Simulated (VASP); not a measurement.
An input for Quantum ESPRESSO's pw.x (written as the equivalent of a VASP run, and not itself run):

```
&CONTROL
  calculation = 'scf'
  pseudo_dir = './pseudo'
  outdir = './out'
  tprnfor = .true.
  tstress = .true.
/
&SYSTEM
  ibrav = 0
  nat = 3
  ntyp = 2
  ecutwfc = 66
  occupations = 'smearing'
  smearing = 'gaussian'
  degauss = 0.003675
  input_dft = 'pbe'
/
&ELECTRONS
  conv_thr = 7.3e-09
  electron_maxstep = 100
/
ATOMIC_SPECIES
  Zr 91.224 Zr.upf
  S 32.060 S.upf
CELL_PARAMETERS angstrom
     1.8431587   -3.1924445    0.0000000
     1.8431587    3.1924445    0.0000000
     0.0000000    0.0000000    6.4042466
ATOMIC_POSITIONS crystal
  Zr   1.0000000  1.0000000  0.0000000
  S    0.3333330  0.6666670  0.2283806
  S    0.6666670  0.3333330  0.7716194
K_POINTS automatic
  6 6 4 0 0 0
```

Write the VASP files for the same calculation (PBE).

One answer among several that fit: 
### POSCAR
```
ZrS2
3.6863170
  0.5000000479  -0.8660254928   0.0000000000
  0.5000000479   0.8660254928   0.0000000000
  0.0000000000   0.0000000000   1.7373021862
Zr S
1 2
Cartesian
  1.0000000957   0.0000000000   0.0000000000
  0.5000000479   0.2886757416   0.3967661454
  0.5000000479  -0.2886757416   1.3405360408
```

### KPOINTS
```
Automatic mesh
0
Gamma
6 6 4
0 0 0
```

INCAR:
```
# general
SYSTEM   =  ZrS2
PREC     =  Accurate
ENCUT    =  480   # plane-wave cut-off (eV)
LREAL    =  .FALSE.   # projection in real space or not
LASPH    =  .TRUE.   # aspherical one-centre terms

# electronic loop
EDIFF    =  1E-7
NELM     =  100   # most electronic steps
ALGO     =  Normal   # blocked Davidson
LMAXMIX  =  4   # l cut-off of mixed one-centre charges

# smearing
ISMEAR   =  0
SIGMA    =  0.05

# functional
GGA      =  PE   # PBE

# ions
ISIF     =  2

# output
LWAVE    =  .FALSE.
LCHARG   =  .FALSE.
```

POTCAR, in this order: Zr_sv S (PBE.64 set). Program: vasp_std.

The two are equivalent in intent, not identical: the potentials are each code's own (VASP's PAW set, PseudoDojo norm-conserving files in pw.x), so ENCUT and ecutwfc are chosen apart and not converted; conv_thr bounds pw.x's estimated SCF error, while EDIFF bounds the energy change between steps.

The compound is ZrS2 in the 1T layered structure. This cell was strained or had an atom moved on purpose.
